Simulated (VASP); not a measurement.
Output of a VASP run:

**OUTCAR**
```
 ion  position               nearest neighbor table
   1  0.333  0.667  0.036-   4 2.69   4 2.69   4 2.69   3 2.70
   2  0.667  0.333  0.536-   3 2.69   3 2.69   3 2.69   4 2.70
   3  0.333  0.667  0.339-   2 2.69   2 2.69   2 2.69   1 2.70
   4  0.667  0.333  0.839-   1 2.69   1 2.69   1 2.69   2 2.70
  LATTYP: Found a hexagonal cell.
 ALAT       =     3.5258222090
 C/A-ratio  =     2.5312567273
 Subroutine PRICEL returns:
 Original cell was already a primitive cell.
 Subroutine GETGRP returns: Found 12 space group operations
The static configuration has the point symmetry C_3v.
 The point group associated with its full space group is C_6v.
The dynamic configuration has the point symmetry C_3v.
 Subroutine INISYM returns: Found 12 space group operations
 Subroutine IBZKPT returns following result:
 Found     24 irreducible k-points:

 Following reciprocal coordinates:
            Coordinates               Weight
  0.000000  0.000000  0.000000      1.000000
  0.111111  0.000000  0.000000      6.000000
  0.222222  0.000000  0.000000      6.000000
  0.333333  0.000000  0.000000      6.000000
  0.444444  0.000000  0.000000      6.000000
  0.111111  0.111111  0.000000      6.000000
  0.222222  0.111111  0.000000     12.000000
  0.333333  0.111111  0.000000     12.000000
  0.444444  0.111111  0.000000      6.000000
  0.222222  0.222222  0.000000      6.000000
  0.333333  0.222222  0.000000     12.000000
  0.333333  0.333333  0.000000      2.000000
  0.000000  0.000000  0.333333      2.000000
  0.111111  0.000000  0.333333     12.000000
  0.222222  0.000000  0.333333     12.000000
  0.333333  0.000000  0.333333     12.000000
  0.444444  0.000000  0.333333     12.000000
  0.111111  0.111111  0.333333     12.000000
  0.222222  0.111111  0.333333     24.000000
  0.333333  0.111111  0.333333     24.000000
  0.444444  0.111111  0.333333     12.000000
  0.222222  0.222222  0.333333     12.000000
  0.333333  0.222222  0.333333     24.000000
  0.333333  0.333333  0.333333      4.000000
   k-points           NKPTS =     24   k-points in BZ     NKDIM =     24   number of bands    NBANDS=     22
   number of dos      NEDOS =    301   number of ions     NIONS =      4
   total plane-waves  NPLWV =  34560
   dimension x,y,z NGX =    24 NGY =   24 NGZ =   60
   dimension x,y,z NGXF=    48 NGYF=   48 NGZF=  120
   ions per type =               2   2
   PREC   = accura    normal or accurate (medium, high low for compatibility)
   ISTART =      0    job   : 0-new  1-cont  2-samecut
   ICHARG =      2    charge: 1-file 2-atom 10-const
   ISPIN  =      1    spin polarized calculation?
   LNONCOLLINEAR =      F non collinear calculations
   LSORBIT =      F    spin-orbit coupling
   INIWAV =      1    electr: 0-lowe 1-rand  2-diag
   ENCUT  =  400.0 eV  29.40 Ry    5.42 a.u.   5.75  5.75 14.55*2*pi/ulx,y,z
   NELM   =    100;   NELMIN=  2; NELMDL= -5     # of ELM steps
   EDIFF  = 0.1E-05   stopping-criterion for ELM
   LREAL  =      F    real-space projection
   NLSPLINE    = F    spline interpolate recip. space projectors
   LMAXMIX     =    4 max onsite mixed and CHGCAR
   VOSKOWN=      0    Vosko Wilk Nusair interpolation
   EDIFFG = -.2E-01   stopping-criterion for IOM
   NSW    =     60    number of steps for IOM
   NBLOCK =      1;   KBLOCK =     60    inner block; outer block
   IBRION =      2    ionic relax: 0-MD 1-quasi-New 2-CG
   NFREE  =      1    steps in history (QN), initial steepest desc. (CG)
   ISIF   =      3    stress and relaxation
   ISYM   =      2    0-nonsym 1-usesym 2-fastsym
   TEIN   =    0.0    initial temperature
   TEBEG  =    0.0;   TEEND  =   0.0 temperature during run
   SMASS  =  -3.00    Nose mass-parameter (am)
   PSTRESS=    0.0 pullay stress
   NELECT =      36.0000    total number of electrons
   EFERMI =   0.00;   METHOD = LEGACY
   ISMEAR =     1;   SIGMA  =   0.10  broadening in eV -4-tet -1-fermi 0-gaus
   IALGO  =     38    algorithm
   LDIAG  =      T    sub-space diagonalisation (order eigenvalues)
...
```

**OSZICAR**
```
       N       E                     dE             d eps       ncg     rms          rms(c)
DAV:   1     0.339035369521E+03    0.33904E+03   -0.15533E+04  1072   0.140E+03
DAV:   2     0.175534125966E+02   -0.32148E+03   -0.31694E+03  1106   0.432E+02
DAV:   3    -0.236653420211E+02   -0.41219E+02   -0.40820E+02  1908   0.131E+02
DAV:   4    -0.274451520819E+02   -0.37798E+01   -0.37603E+01  1484   0.347E+01
DAV:   5    -0.276988446309E+02   -0.25369E+00   -0.25368E+00  1554   0.767E+00    0.144E+01
DAV:   6    -0.251918874900E+02    0.25070E+01   -0.41134E+01  1406   0.445E+01    0.722E+00
DAV:   7    -0.244904284258E+02    0.70146E+00   -0.11413E+01  1428   0.215E+01    0.377E+00
DAV:   8    -0.243905804737E+02    0.99848E-01   -0.96845E-01  1496   0.671E+00    0.133E+00
DAV:   9    -0.243908158861E+02   -0.23541E-03   -0.54029E-02  1540   0.169E+00    0.777E-01
DAV:  10    -0.243876488282E+02    0.31671E-02   -0.29435E-02  1476   0.117E+00    0.420E-01
DAV:  11    -0.243879921244E+02   -0.34330E-03   -0.16556E-03  1450   0.304E-01    0.165E-01
DAV:  12    -0.243878037697E+02    0.18835E-03   -0.17401E-03  1476   0.272E-01    0.509E-02
DAV:  13    -0.243878019749E+02    0.17948E-05   -0.55596E-05  1356   0.555E-02    0.404E-02
DAV:  14    -0.243877990223E+02    0.29526E-05   -0.15738E-05  1236   0.272E-02    0.114E-02
DAV:  15    -0.243877990762E+02   -0.53954E-07   -0.85489E-07   798   0.773E-03
   1 F= -.24387799E+02 E0= -.24389282E+02  d E =-.243878E+02
```

**OUTCAR**
```
------------------------ aborting loop because EDIFF is reached ----------------------------------------
  FORCE on cell =-STRESS in cart. coord.  units (eV):
  Direction    XX          YY          ZZ          XY          YZ          ZX
  --------------------------------------------------------------------------------------
  Total       -0.0625039     -0.0625039      0.0142301      0.0000000      0.0000000      0.0000000
  in kB       -1.0422446     -1.0422446      0.2372852      0.0000000      0.0000000      0.0000000
  external PRESSURE =      -0.6157347 kB  Pullay stress =       0.0000000 kB
  volume of cell :       96.08
      direct lattice vectors                 reciprocal lattice vectors
     3.525822209  0.000000000  0.000000000     0.283621788  0.163749117  0.000000000
    -1.762911105  3.053451581  0.000000000     0.000000000  0.327498234  0.000000000
     0.000000000  0.000000000  8.924761186     0.000000000  0.000000000  0.112047816
 POSITION                                       TOTAL-FORCE (eV/Angst)
 -----------------------------------------------------------------------------------
     -0.00000      2.03564      0.32518         0.000000      0.000000      0.013853
      1.76291      1.01782      4.78756        -0.000000     -0.000000      0.013853
     -0.00000      2.03564      3.02160         0.000000      0.000000     -0.013853
      1.76291      1.01782      7.48398         0.000000     -0.000000     -0.013853
 -----------------------------------------------------------------------------------
    total drift:                               -0.003375      0.001949     -0.000088
  FREE ENERGIE OF THE ION-ELECTRON SYSTEM (eV)
  ---------------------------------------------------
  free  energy   TOTEN  =       -24.3877990762 eV

  energy  without entropy=      -24.3922479709  energy(sigma->0) =      -24.38928204

 reached required accuracy - stopping structural energy minimisation
```
(Selected blocks of OUTCAR.)

**POSCAR**
```
TiTe
1
    3.5258222090     0.0000000000     0.0000000000
   -1.7629111045     3.0534515810     0.0000000000
    0.0000000000     0.0000000000     8.9247611858
Ti Te
2 2
Direct
  0.3333330000   0.6666670000   0.0364360371
  0.6666670000   0.3333330000   0.5364360371
  0.3333330000   0.6666670000   0.3385639629
  0.6666670000   0.3333330000   0.8385639629
```

### Question
Write an INCAR and KPOINTS that could have produced this output.

### Answer
This is not unique; one that fits is the input of the run itself, PBEsol GGA, plane waves, VASP's PBE PAW potentials (set 64).

KPOINTS:
```
Automatic mesh
0
Gamma
9 9 3
0 0 0
```

INCAR:
```
EDIFFG  =  -0.02   # ionic stop
EDIFF  =  1E-6   # SCF stop (eV)
NSW  =  60   # most ionic steps
ISMEAR  =  1   # Methfessel-Paxton
LWAVE  =  F
LMAXMIX  =  4
IBRION  =  2   # conjugate gradients
ENCUT  =  400
GGA  =  PS   # PBEsol
ALGO  =  Normal
LCHARG  =  F
SYSTEM  =  TiTe
ISIF  =  3   # ions, shape and volume
NELM  =  100   # most electronic steps
LREAL  =  F   # projection in real space or not
PREC  =  Accurate
SIGMA  =  0.1
LASPH  =  T   # aspherical one-centre terms
```

POTCAR, in this order: Ti_sv Te (PBE.64 set). Program: vasp_std.

The structure was generated: TiTe was put into the wurtzite type (P6_3mc), which need not be its known phase. It was relaxed first, which changed the volume by -41 %. The start is the result of an earlier pass.
